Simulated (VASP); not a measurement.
# Sn2HBr3 (P-4m2) in VASP: notebook

The runs below take Sn2HBr3 through relaxation of cell and atoms, with PBE.

Everything below comes from runs of VASP 6.6.1. Logs are shortened: lines on timing, memory, paths and dates and some standing lists are left out, and cuts for length are marked.

**1. The crystal as given**

It takes space group P-4m2 (No. 115, tetragonal). The conventional cell has a = 5.109 Å, b = 5.109 Å, c = 7.276 Å, α = 90.00°, β = 90.00°, γ = 90.00°. Sn (site symmetry 2mm) has 2 H at 3.06 Å and 6 Br at 3.06 to 3.21 Å as nearest neighbours. H (site symmetry -4m2) is surrounded by 4 Sn at 3.06 Å. Br (site symmetry -4m2) has 4 Sn at 3.21 Å and 6 Br at 3.61 to 3.64 Å as nearest neighbours. Br (site symmetry -4m2) is surrounded by 4 Sn at 3.21 Å and 4 Br at 3.61 Å and 2 H at 3.64 Å. Br (site symmetry -4m2) has 4 Sn at 3.06 Å as nearest neighbours.

The cell was built by a generator and needn't be a form met in nature.

**2. Relaxation of cell and atoms, PBE**

Input file INCAR:

```
SYSTEM = Sn2HBr3
PREC     = Normal         ! precision mode
ENCUT    = 520            ! plane-wave cutoff, eV
EDIFF    = 1E-4           ! SCF threshold, eV
ISMEAR   = 0              ! smearing method
SIGMA    = 0.15           ! smearing width, eV
LREAL    = .False.        ! projectors in reciprocal space
LASPH    = .True.         ! aspherical terms in the spheres
NELM     = 60             ! most SCF steps
ALGO     = Fast           ! electronic algorithm
ISIF     = 3              ! what is computed and relaxed
LWAVE    = .False.        ! write WAVECAR
LCHARG   = .False.        ! write CHGCAR
GGA      = PE             ! functional
IBRION   = 2              ! ionic algorithm
NSW      = 24             ! ionic steps
EDIFFG   = -0.08          ! ionic threshold
```

Input file KPOINTS:

```
regular mesh
0
Gamma
  3 3 2
  0 0 0
```

Input file POSCAR:

```
Sn2HBr3
1.0
    5.1090627900      0.0000000000      0.0000000000
    0.0000000000      5.1090627900      0.0000000000
    0.0000000000      0.0000000000      7.2756857000
Sn H Br
2 1 3
Direct
    0.0000000000      0.5000000000      0.2679100000
    0.5000000000      0.0000000000      0.7320900000
    0.0000000000      0.0000000000      0.5000000000
    0.5000000000      0.5000000000      0.0000000000
    0.0000000000      0.0000000000      0.0000000000
    0.5000000000      0.5000000000      0.5000000000
```

Potentials or basis: VASP PAW PBE potentials, release 64 (Sn_d, H, Br).

Started as:

```sh
> cat potpaw_PBE.64/Sn_d/POTCAR potpaw_PBE.64/H/POTCAR potpaw_PBE.64/Br/POTCAR > POTCAR
> mpirun -np 1 vasp_std > vasp.out
```

OUTCAR:

```text
SYSTEM = Sn2HBr3
   PREC = Normal
   ENCUT = 520
   EDIFF = 1E-4
   ISMEAR = 0
   LREAL = .False.
   LASPH = .True.
   NELM = 60
   ISIF = 3
   GGA = PE
   IBRION = 2
   NSW = 24
   EDIFFG = -0.08

 ion  position               nearest neighbor table
   1  0.000  0.500  0.268-   6 3.06   6 3.06   4 3.21   5 3.21   4 3.21   5 3.21
   2  0.500  0.000  0.732-   6 3.06   6 3.06   4 3.21   4 3.21   5 3.21   5 3.21
   3  0.000  0.000  0.500-
   4  0.500  0.500  0.000-   1 3.21   2 3.21   2 3.21   1 3.21
   5  0.000  0.000  0.000-   1 3.21   2 3.21   1 3.21   2 3.21
   6  0.500  0.500  0.500-   1 3.06   2 3.06   2 3.06   1 3.06

  LATTYP: Found a simple tetragonal cell.
 ALAT       =     5.1090627900
 C/A-ratio  =     1.4240744338

  Lattice vectors:

 A1 = (   5.1090627900,   0.0000000000,   0.0000000000)
 A2 = (   0.0000000000,   5.1090627900,   0.0000000000)
 A3 = (   0.0000000000,   0.0000000000,   7.2756857000)

Analysis of symmetry for initial positions (statically):
=====================================================================
 Subroutine PRICEL returns:
 Original cell was already a primitive cell.

 Routine SETGRP: Setting up the symmetry group for a
 simple tetragonal supercell.

 Subroutine GETGRP returns: Found  8 space group operations
 (whereof  8 operations were pure point group operations)
 out of a pool of 16 trial point group operations.

The static configuration has the point symmetry D_2d.

Analysis of symmetry for dynamics (positions and initial velocities):
=====================================================================
 Subroutine PRICEL returns:
 Original cell was already a primitive cell.

 Routine SETGRP: Setting up the symmetry group for a
 simple tetragonal supercell.

 Subroutine GETGRP returns: Found  8 space group operations
 (whereof  8 operations were pure point group operations)
 out of a pool of 16 trial point group operations.

The dynamic configuration has the point symmetry D_2d.

 Subroutine INISYM returns: Found  8 space group operations
 (whereof  8 operations are pure point group operations),
 and found     1 'primitive' translations

----------------------------------------------------------------------------------------

                                     Primitive cell

  volume of cell :     189.9138

  direct lattice vectors                    reciprocal lattice vectors
     5.109062790  0.000000000  0.000000000     0.195730615  0.000000000  0.000000000
     0.000000000  5.109062790  0.000000000     0.000000000  0.195730615  0.000000000
     0.000000000  0.000000000  7.275685700     0.000000000  0.000000000  0.137444090

  length of vectors
     5.109062790  5.109062790  7.275685700     0.195730615  0.195730615  0.137444090

  position of ions in fractional coordinates (direct lattice)
     0.000000000  0.500000000  0.267910000
     0.500000000  0.000000000  0.732090000
     0.000000000  0.000000000  0.500000000
     0.500000000  0.500000000  0.000000000
     0.000000000  0.000000000  0.000000000
     0.500000000  0.500000000  0.500000000

  ion indices of the primitive-cell ions
   primitive index   ion index
                 1           1
                 2           2
                 3           3
                 4           4
                 5           5
                 6           6

----------------------------------------------------------------------------------------

 KPOINTS: regular mesh

Automatic generation of k-mesh.
 Grid dimensions read from file:
 generate k-points for:    3    3    2

 Generating k-lattice:

  Cartesian coordinates                     Fractional coordinates (reciprocal lattice)
     0.065243538  0.000000000  0.000000000     0.333333333  0.000000000  0.000000000
     0.000000000  0.065243538  0.000000000     0.000000000  0.333333333  0.000000000
[... 22 lines left out ...]
   number of dos      NEDOS =    301   number of ions     NIONS =      6
   total plane-waves  NPLWV =  32928
   dimension x,y,z NGX =    28 NGY =   28 NGZ =   42
[... 38 lines left out ...]
      direct lattice vectors                 reciprocal lattice vectors
     5.109062790  0.000000000  0.000000000     0.195730615  0.000000000  0.000000000
     0.000000000  5.109062790  0.000000000     0.000000000  0.195730615  0.000000000
     0.000000000  0.000000000  7.275685700     0.000000000  0.000000000  0.137444090

 POSITION                                       TOTAL-FORCE (eV/Angst)
 -----------------------------------------------------------------------------------
      0.00000      2.55453      1.94923        -0.000000     -0.000000     -0.149219
      2.55453      0.00000      5.32646        -0.000000      0.000000      0.149219
      0.00000      0.00000      3.63784         0.000000     -0.000000      0.000000
      2.55453      2.55453      0.00000        -0.000000     -0.000000      0.000000
      0.00000      0.00000      0.00000         0.000000     -0.000000      0.000000
      2.55453      2.55453      3.63784        -0.000000      0.000000      0.000000
 -----------------------------------------------------------------------------------
    total drift:                                0.000000      0.000000     -0.000000

  FREE ENERGIE OF THE ION-ELECTRON SYSTEM (eV)
  ---------------------------------------------------
  free  energy   TOTEN  =       -17.3431819752 eV

  energy  without entropy=      -17.3431819752  energy(sigma->0) =      -17.34318198

--------------------------------------- Ionic step        2  -------------------------------------------

 number of electron      50.0000105 magnetization

 Free energy of the ion-electron system (eV)
  ---------------------------------------------------
  ext. energy  EPLUGINS =         0.00000000
  ---------------------------------------------------
  free energy    TOTEN  =       -17.41298225 eV

  energy without entropy =      -17.41298225  energy(sigma->0) =      -17.41298225

 E-fermi :   2.7379     XC(G=0):  -8.1945

 val. band max:        1.9976027917   @ k =   0.3333   0.0000   0.5000
 cond. band min:       3.8643192432   @ k =   0.0000   0.0000   0.5000
 fundamental gap:      1.8667164515
 Fermi energy:         2.7378837709

 k-point     1 :       0.0000    0.0000    0.0000
  band No.  band energies     occupation
      1     -19.3951      2.00000
      2     -19.3909      2.00000
      3     -19.3897      2.00000
      4     -19.3897      2.00000
      5     -19.3864      2.00000
      6     -19.3852      2.00000
[... 187 lines left out ...]
     29       5.6547      0.00000
     30       5.6897      0.00000

------------------------ aborting loop because EDIFF is reached ----------------------------------------

  FORCE on cell =-STRESS in cart. coord.  units (eV):
  Direction    XX          YY          ZZ          XY          YZ          ZX
  --------------------------------------------------------------------------------------
  -------------------------------------------------------------------------------------
  Total       -0.3364553     -0.3364553     -0.4143244      0.0000000      0.0000000      0.0000000
  in kB       -2.9933793     -2.9933793     -3.6861654      0.0000000      0.0000000      0.0000000
  external PRESSURE =      -3.2243080 kB  Pullay stress =       0.0000000 kB

 VOLUME and BASIS-vectors are now :
 -----------------------------------------------------------------------------
  energy-cutoff  :      520.00
  volume of cell :      180.08
      direct lattice vectors                 reciprocal lattice vectors
     5.022897462  0.000000000  0.000000000     0.199088277  0.000000000  0.000000000
     0.000000000  5.022897462  0.000000000     0.000000000  0.199088277  0.000000000
     0.000000000  0.000000000  7.137853363     0.000000000  0.000000000  0.140098143

 POSITION                                       TOTAL-FORCE (eV/Angst)
 -----------------------------------------------------------------------------------
      5.02290      2.51145      1.90524        -0.000000     -0.000000     -0.014477
      2.51145      0.00000      5.23261         0.000000      0.000000      0.014477
      0.00000      5.02290      3.56893         0.000000      0.000000     -0.000000
      2.51145      2.51145      0.00000         0.000000     -0.000000     -0.000000
      0.00000      5.02290      0.00000         0.000000      0.000000     -0.000000
      2.51145      2.51145      3.56893         0.000000      0.000000     -0.000000
 -----------------------------------------------------------------------------------
    total drift:                                0.000000     -0.000000      0.000000

  FREE ENERGIE OF THE ION-ELECTRON SYSTEM (eV)
  ---------------------------------------------------
  free  energy   TOTEN  =       -17.4129822463 eV

  energy  without entropy=      -17.4129822463  energy(sigma->0) =      -17.41298225

 reached required accuracy - stopping structural energy minimisation
```

It took 25 s on 1 thread of AMD EPYC 7R13 (Zen 3), shared host; peak memory 0.17 GiB.

Results:

| Item | Value |
| --- | --- |
| Free energy | -17.4130 eV |
| Relaxed volume | 30.01 Å³/atom |
| Relaxed cell | a = 5.023 Å, b = 5.023 Å, c = 7.138 Å, α = 90.00°, β = 90.00°, γ = 90.00° |
| Space group after relaxing (to 0.05 Å) | P-4m2 (No. 115) |
| Energy gained by relaxing | 11.6 meV/atom |
| Ionic steps | 2 |
| Pressure after relaxing | -0.3 GPa |
| Largest force after relaxing | 0.014 eV/Å |
| Band gap on the k mesh | 1.87 eV, indirect (least direct gap 2.01 eV) |

Forces on the atoms (eV/Å):
```
Sn   0.000  0.000 -0.014
Sn   0.000  0.000  0.014
H    0.000  0.000  0.000
Br   0.000  0.000  0.000
Br   0.000  0.000  0.000
Br   0.000  0.000  0.000
```

Step by step:
```
step  energy change (eV)  largest force (eV/Å)  pressure (GPa)  volume (Å³)
   1              0.0000                0.1492           -1.84       189.91
   2             -0.0698                0.0145           -0.32       180.08
```

Final structure:
```xyz
6
Lattice="5.0229 0.0000 0.0000 0.0000 5.0229 0.0000 0.0000 0.0000 7.1379" Properties=species:S:1:pos:R:3 pbc="T T T"
Sn    5.0229    2.5114    1.9052
Sn    2.5114    0.0000    5.2326
H     0.0000    5.0229    3.5689
Br    2.5114    2.5114    0.0000
Br    0.0000    5.0229    0.0000
Br    2.5114    2.5114    3.5689
```

Caveat: the k mesh is coarse (spacing up to 0.43 Å⁻¹), so the values aren't converged; spin-orbit coupling is left out, which moves the levels of the heavy elements; an odd mesh through Γ misses points on the zone boundary, where band edges often lie; the relaxation stopped at a loose force limit of 0.08 eV/Å, so its end isn't a converged minimum.

**3. Relaxation of cell and atoms, PBE**

This run uses another cell than the first one, of 23.67 Å³/atom, 0.748 times its volume.

INCAR is that of step 2.

Input file KPOINTS:

```
regular mesh
0
Gamma
  3 3 4
  0 0 0
```

Input file POSCAR:

```
Sn2HBr3
1.0
    3.6033867200     -5.4948886400      0.0000000000
    3.6033867200      5.4948886400      0.0000000000
    0.0000000000      0.0000000000      3.5867996800
Sn H Br
2 1 3
Direct
    0.2156325000      0.7843675000      0.0000000000
    0.7843675000      0.2156325000      0.0000000000
    0.5000000000      0.5000000000      0.0000000000
    0.0000000000      0.0000000000      0.0000000000
    0.5000000000      0.0000000000      0.5000000000
    0.0000000000      0.5000000000      0.5000000000
```

Potentials or basis: VASP PAW PBE potentials, release 64 (Sn_d, H, Br).

Started as:

```sh
> cat potpaw_PBE.64/Sn_d/POTCAR potpaw_PBE.64/H/POTCAR potpaw_PBE.64/Br/POTCAR > POTCAR
> mpirun -np 1 vasp_std > vasp.out
```

It took 4.2 min on 1 thread of AMD EPYC 7R13 (Zen 3), shared host; peak memory 0.18 GiB.

It converged, with:

```
Free energy                            : -18.0375 eV
Relaxed volume                         : 31.23 Å³/atom
Relaxed cell                           : a = 6.614 Å, b = 6.614 Å, c = 4.339 Å, α = 90.00°, β = 90.00°, γ = 99.16°
Space group after relaxing (to 0.05 Å) : Cmmm (No. 65)
Energy gained by relaxing              : 1243.0 meV/atom
Ionic steps                            : 15
Pressure after relaxing                : 0.1 GPa
Largest force after relaxing           : 0.012 eV/Å
Band gap on the k mesh                 : 0.11 eV, indirect (least direct gap 0.50 eV)
```

Forces on the atoms (eV/Å):
```
Sn   0.000 -0.012  0.000
Sn   0.000  0.012  0.000
H    0.000  0.000  0.000
Br   0.000  0.000  0.000
Br   0.000  0.000  0.000
Br   0.000  0.000  0.000
```

Stress tensor (GPa, compression positive):
```
-0.03  0.00  0.00
 0.00  0.06  0.00
 0.00  0.00  0.40
```

The path:
| step | energy change (eV) | largest force (eV/Å) | pressure (GPa) | volume (Å³) |
| --- | --- | --- | --- | --- |
| 1 | 0.0000 | 3.8097 | 29.78 | 142.04 |
| 2 | -5.4826 | 0.1278 | -2.83 | 252.64 |
| 3 | -5.7211 | 0.6088 | -0.08 | 219.45 |
| 4 | -5.7292 | 0.4704 | -0.80 | 224.90 |
| 5 | -5.7291 | 0.5898 | -0.33 | 222.99 |
| 6 | -5.9320 | 0.9918 | -0.51 | 220.27 |
| 7 | -6.0849 | 1.9286 | -0.11 | 215.59 |
| 8 | -6.2199 | 1.9343 | -0.20 | 214.19 |
| 9 | -6.6115 | 1.9164 | -0.49 | 209.77 |
| 10 | -7.0714 | 1.3389 | 0.02 | 200.05 |
| 11 | -7.3686 | 0.0484 | -0.90 | 198.05 |
| 12 | -7.3878 | 0.2767 | -0.97 | 197.36 |
| 13 | -7.4427 | 0.0564 | -0.59 | 192.15 |
| 14 | -7.4567 | 0.1251 | 0.06 | 186.52 |
| 15 | -7.4580 | 0.0124 | 0.14 | 187.40 |

Final structure:
```
Sn H Br
1.0
     4.28827   -5.03516    0.00000
     4.28827    5.03516    0.00000
     0.00000    0.00000    4.33947
Sn H Br
2 1 3
Direct
  0.28640 0.71360 0.00000
  0.71360 0.28640 0.00000
  0.50000 0.50000 0.00000
  0.00000 0.00000 0.00000
  0.50000 0.00000 0.50000
  0.00000 0.50000 0.50000
```

Levels at points of the mesh, in eV from the valence-band top:
```csv
k point,band 22,band 23,band 24,band 25,band 26,band 27,band 28,band 29
"(0.00, 0.00, 0.00)",-2.26,-1.35,-1.29,-1.24,0.25,1.36,3.34,3.97
"(0.00, 0.00, 0.50)",-2.75,-2.31,-1.96,-0.61,0.11,1.12,3.79,3.96
```

Caveat: the k mesh is coarse (spacing up to 0.44 Å⁻¹), so the values aren't converged; the volume moved by over 15 % at a fixed basis, so the end points are rough; spin-orbit coupling is left out, which moves the levels of the heavy elements; an odd mesh through Γ misses points on the zone boundary, where band edges often lie; the relaxation stopped at a loose force limit of 0.08 eV/Å, so its end isn't a converged minimum.

**4. Relaxation of cell and atoms, PBE**

This run uses another cell than the first one, of 26.56 Å³/atom, 0.839 times its volume.

INCAR is that of step 3.

Input file KPOINTS:

```
regular mesh
0
Gamma
  3 3 2
  0 0 0
```

Input file POSCAR:

```
Sn2HBr3
1.0
    4.8300000000      0.0000000000      0.0000000000
    0.0000000000      4.8300000000      0.0000000000
    0.0000000000      0.0000000000      6.8300000000
Sn H Br
2 1 3
Direct
    0.5000000000      0.0000000000      0.7500000000
    0.0000000000      0.5000000000      0.2500000000
    0.0000000000      0.0000000000      0.0000000000
    0.5000000000      0.5000000000      0.0000000000
    0.0000000000      0.0000000000      0.5000000000
    0.5000000000      0.5000000000      0.5000000000
```

Started as:

```sh
> cat potpaw_PBE.64/Sn_d/POTCAR potpaw_PBE.64/H/POTCAR potpaw_PBE.64/Br/POTCAR > POTCAR
> mpirun -np 1 vasp_std > vasp.out
```

Run time: 46 s. Hardware: 1 thread of AMD EPYC 7R13 (Zen 3), shared host; peak memory 0.16 GiB.

The run converged. Its results:

```
Free energy                            : -17.4083 eV
Relaxed volume                         : 29.65 Å³/atom
Relaxed cell                           : a = 4.999 Å, b = 4.999 Å, c = 7.118 Å, α = 90.00°, β = 90.00°, γ = 90.00°
Space group after relaxing (to 0.05 Å) : P-4m2 (No. 115)
Energy gained by relaxing              : 62.4 meV/atom
Ionic steps                            : 5
Pressure after relaxing                : 0.0 GPa
Largest force after relaxing           : 0.030 eV/Å
Band gap on the k mesh                 : 1.86 eV, indirect (least direct gap 2.05 eV)
```

Forces in eV/Å, atoms in the order of the input:
```
Sn   0.000  0.000  0.030
Sn   0.000  0.000 -0.030
H    0.000  0.000  0.000
Br   0.000  0.000  0.000
Br   0.000  0.000  0.000
Br   0.000  0.000  0.000
```

Stress tensor (GPa, compression positive):
```
 0.07  0.00  0.00
 0.00  0.07  0.00
 0.00  0.00 -0.02
```

The path:
```
step  energy change (eV)  largest force (eV/Å)  pressure (GPa)  volume (Å³)
   1              0.0000                0.9983            5.22       159.34
   2             -0.3527                0.3167           -0.24       180.13
   3             -0.3526                0.3719           -0.10       180.01
   4             -0.3636                0.2129           -0.29       179.27
   5             -0.3742                0.0301            0.04       177.88
```

Final structure:
```xyz
6
Lattice="4.9991 0.0000 0.0000 0.0000 4.9991 0.0000 0.0000 0.0000 7.1177" Properties=species:S:1:pos:R:3 pbc="T T T"
Sn    2.4995    0.0000    5.4384
Sn    0.0000    2.4995    1.6792
H     0.0000    0.0000    0.0000
Br    2.4995    2.4995    0.0000
Br    0.0000    0.0000    3.5588
Br    2.4995    2.4995    3.5588
```

Levels at points of the mesh, in eV from the valence-band top:
```csv
k point,band 22,band 23,band 24,band 25,band 26,band 27,band 28,band 29
"(0.00, 0.00, 0.00)",-1.40,-1.40,-1.25,-0.43,1.97,1.97,2.08,3.04
"(0.00, 0.00, 0.50)",-1.82,-1.36,-1.36,-0.19,1.86,2.59,2.59,2.93
```

Caveat: the k mesh is coarse (spacing up to 0.46 Å⁻¹), so the values aren't converged; spin-orbit coupling is left out, which moves the levels of the heavy elements; an odd mesh through Γ misses points on the zone boundary, where band edges often lie; the relaxation stopped at a loose force limit of 0.08 eV/Å, so its end isn't a converged minimum.
